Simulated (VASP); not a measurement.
These are optB86b-vdW, VASP's PBE PAW potentials (set 64) (plane waves; VASP) values and carry that method's errors.

A VASP calculation is set up with these files.

**POSCAR**
```
LiF
1
    0.0000000000     2.0136209953     2.0136209953
    2.0136209953     0.0000000000     2.0136209953
    2.0136209953     2.0136209953     0.0000000000
Li F
1 1
Direct
  1.0000000000   1.0000000000   0.0000000000
  0.5000000000   0.5000000000   0.5000000000
```

INCAR:
```
# general
SYSTEM    =  LiF
PREC      =  Accurate
ENCUT     =  520   # plane-wave cut-off (eV)
LREAL     =  .False.   # projection in real space or not
LASPH     =  .True.   # aspherical one-centre terms
ICHARG    =  11

# electronic loop
EDIFF     =  1E-7
NELM      =  100   # most electronic steps
ALGO      =  Normal

# smearing
ISMEAR    =  0   # Gaussian
SIGMA     =  0.05   # width (eV)

# functional
GGA       =  MK
LUSE_VDW  =  .True.
AGGAC     =  0.0
PARAM1    =  0.1234
PARAM2    =  1.0

# output
LWAVE     =  .False.
LCHARG    =  .False.
LORBIT    =  11
```

KPOINTS:
```
k-points along high-symmetry lines
15
Line-mode
Reciprocal
  0.000000   0.000000   0.000000 ! GAMMA
  0.500000   0.000000   0.500000 ! X

  0.500000   0.000000   0.500000 ! X
  0.625000   0.250000   0.625000 ! U

  0.375000   0.375000   0.750000 ! K
  0.000000   0.000000   0.000000 ! GAMMA

  0.000000   0.000000   0.000000 ! GAMMA
  0.500000   0.500000   0.500000 ! L

  0.500000   0.500000   0.500000 ! L
  0.500000   0.250000   0.750000 ! W

  0.500000   0.250000   0.750000 ! W
  0.500000   0.000000   0.500000 ! X
```

POTCAR, in this order: Li_sv F (PBE.64 set). Program: vasp_std. Read from the step before: CHGCAR.

What VASP printed:

OSZICAR:
```
       N       E                     dE             d eps       ncg     rms          rms(c)
DAV:   1     0.340858170393E+02    0.34086E+02   -0.55870E+03  1740   0.114E+03
DAV:   2    -0.585140471732E+01   -0.39937E+02   -0.38581E+02  1810   0.199E+02
DAV:   3    -0.673310496945E+01   -0.88170E+00   -0.88056E+00  2259   0.293E+01
DAV:   4    -0.673904546819E+01   -0.59405E-02   -0.59305E-02  2050   0.221E+00
DAV:   5    -0.673910480929E+01   -0.59341E-04   -0.59341E-04  2153   0.132E-01
DAV:   6    -0.673910537995E+01   -0.57065E-06   -0.57067E-06  2073   0.104E-02
DAV:   7    -0.673910538483E+01   -0.48832E-08   -0.48565E-08  2203   0.823E-04
   1 F= -.67391054E+01 E0= -.67391054E+01  d E =-.259178E-15
```

File OUTCAR:
```
 val. band max:       -1.1417273928   @ k =   0.0536   0.0536   0.1071

 cond. band min:       8.0724209898   @ k =   0.0000   0.0000   0.0000



 k-point     1 :       0.0000    0.0000    0.0000
  band No.  band energies     occupation
      1     -41.9070      2.00000
      2     -20.9986      2.00000
      3      -1.1426      2.00000
      4      -1.1426      2.00000
      5      -1.1426      2.00000
      6       8.0724      0.00000
      7      22.8805      0.00000
      8      22.8810      0.00000
      9      22.8847      0.00000

 k-point     2 :       0.0357    0.0000    0.0357
  band No.  band energies     occupation
      1     -41.9058      2.00000
      2     -20.9907      2.00000
      3      -1.1762      2.00000
      4      -1.1556      2.00000
      5      -1.1556      2.00000
      6       8.1289      0.00000
      7      22.2092      0.00000
      8      22.2104      0.00000
      9      22.6855      0.00000

 k-point     3 :       0.0714    0.0000    0.0714
  band No.  band energies     occupation
      1     -41.9029      2.00000
      2     -20.9701      2.00000
      3      -1.2761      2.00000
      4      -1.1939      2.00000
      5      -1.1939      2.00000
      6       8.2850      0.00000
      7      21.5152      0.00000
      8      21.5152      0.00000
      9      21.8728      0.00000

 k-point     4 :       0.1071    0.0000    0.1071
  band No.  band energies     occupation
      1     -41.8983      2.00000
      2     -20.9365      2.00000
      3      -1.4391      2.00000
      4      -1.2554      2.00000
      5      -1.2554      2.00000
      6       8.5406      0.00000
      7      20.9155      0.00000
      8      20.9265      0.00000
      9      20.9290      0.00000

 k-point     5 :       0.1429    0.0000    0.1429
  band No.  band energies     occupation
      1     -41.8922      2.00000
      2     -20.8898      2.00000
      3      -1.6593      2.00000
      4      -1.3367      2.00000
...
```

The density is held fixed in this step, so its total energy and stress have no physical meaning.

The compound is LiF in the rock salt structure. It was relaxed first.
